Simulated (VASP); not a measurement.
The system is Mo.

```
Mo
1.0
    -1.57342    1.57342    1.57342
     1.57342   -1.57342    1.57342
     1.57342    1.57342   -1.57342
Mo
1
Direct
  0.00000 0.00000 0.00000
```

| Item | Value |
| --- | --- |
| Program | VASP 6.6.1 |
| Task | relaxation of cell and atoms |
| Functional | PBE |
| Dispersion | D3(BJ) |
| Potentials or basis | VASP PAW PBE potentials, release 64 (Mo_sv) |
| Cutoff | 600 eV |
| k mesh | 20 × 20 × 20 |
| Occupations | methfessel-paxton, width 0.1 eV |
| Spin | no spin polarisation |

At the start: pressure -3.6 GPa; volume 15.58 Å³/atom.

**Question.** Where does the relaxation end?

**Answer.** Over 3 steps the energy falls by 2.4 meV/atom and the volume is 15.38 Å³/atom (-1.3 %); space group Im-3m (No. 229, to 0.05 Å).

Step by step:
| step | energy change (eV) | largest force (eV/Å) | pressure (GPa) | volume (Å³) |
| --- | --- | --- | --- | --- |
| 1 | 0.0000 | 0.0000 | -3.61 | 15.58 |
| 2 | 0.0171 | 0.0000 | 11.34 | 14.80 |
| 3 | -0.0024 | 0.0000 | -0.05 | 15.38 |

Final structure:
```
Mo
1.0
    -1.56647    1.56647    1.56647
     1.56647   -1.56647    1.56647
     1.56647    1.56647   -1.56647
Mo
1
Direct
  0.00000 0.00000 0.00000
```

Caveat: pairwise dispersion overbinds metals, which lowers pressure and volume.
